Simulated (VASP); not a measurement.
Input of a VASP 6.6.1 run:

Contents of INCAR:

```
PREC = Accurate
ENCUT = 520
EDIFF = 1E-7
ISMEAR = -1
SIGMA = 0.05
LREAL = False
LASPH = True
NELM = 120
ALGO = Normal
ISIF = 2
LWAVE = False
LCHARG = True
ISPIN = 2
MAGMOM = 0 2 2 2 2
LORBIT = 11
LMAXMIX = 4
GGA = PE
LELF = True
LVHAR = True
NBANDS = 39
```

KPOINTS

```
Automatic mesh
0
Gamma
  9 9 9
```

The input POSCAR:

```
MgV4
1.0
   -2.0213199100      2.0213199100      3.8506735400
    2.0213199100     -2.0213199100      3.8506735400
    2.0213199100      2.0213199100     -3.8506735400
Mg V
1 4
Direct
    0.0000000000      0.0000000000      0.0000000000
    0.7556089200      0.7556089200      0.0000000000
    0.5000000000      0.0000000000      0.5000000000
    0.0000000000      0.5000000000      0.5000000000
    0.2443910800      0.2443910800      0.0000000000
```

Potentials or basis: VASP PAW PBE potentials, release 64 (Mg, V_sv).

Command:

```console
$ cat potpaw_PBE.64/Mg/POTCAR potpaw_PBE.64/V_sv/POTCAR > POTCAR
$ mpirun -np 1 vasp_std > vasp.out
```

Problem. What does it give for the net moment?

Solution. 0.00 μB per cell.

Problem. Estimate the largest force.

Solution. 9.820 eV/Å.

Problem. Predict the band gap on the k mesh.

Solution. None (metal or under the smearing width).

Forces in eV/Å, atoms in the order of the input:
```
Mg   0.000  0.000  0.000
V    0.000  0.000 -9.820
V    0.000  0.000  0.000
V    0.000  0.000  0.000
V    0.000  0.000  9.820
```

Caveat: forces of over 1 eV/Å show positions far from the minimum, so gaps and moduli don't describe the material at rest.
